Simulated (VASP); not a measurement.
Here is the system:

```yaml
crystal:
  lattice:
    - [0.00000, 2.65695, 2.65695]
    - [2.65695, 0.00000, 2.65695]
    - [2.65695, 2.65695, 0.00000]
  atoms:
    - { symbol: K, position: [0.00000, 0.00000, 0.00000] }
    - { symbol: F, position: [0.50000, 0.50000, 0.50000] }
```

All values below come from r2SCAN meta-GGA, VASP's PBE PAW potentials (set 64) (plane waves; VASP). Run with 520 eV cut-off, 10×10×10 Γ-centred mesh, tetrahedra with Blöchl corrections, potentials K_sv F.

Task: Give the energies of bands 6 to 10 at the high-symmetry points, in eV from the valence-band maximum.

Result: 
```
band      Γ      X      U      L      W
----  -----  -----  -----  -----  -----
6      0.00  -0.20  -0.33  -0.78  -0.40
7      0.00  -0.05  -0.19  -0.35  -0.15
8      0.00  -0.05  -0.18  -0.35  -0.15
9      6.92   8.78   9.57   9.75  10.39
10    11.50  11.32  11.43  11.37  10.39
```

The gap is direct, 6.92 eV, from the valence maximum at Γ to the conduction minimum at Γ.

The structure was generated: KF was put into the rock salt type (Fm-3m), which need not be its known phase. It was relaxed first, which changed the volume by -15 %.
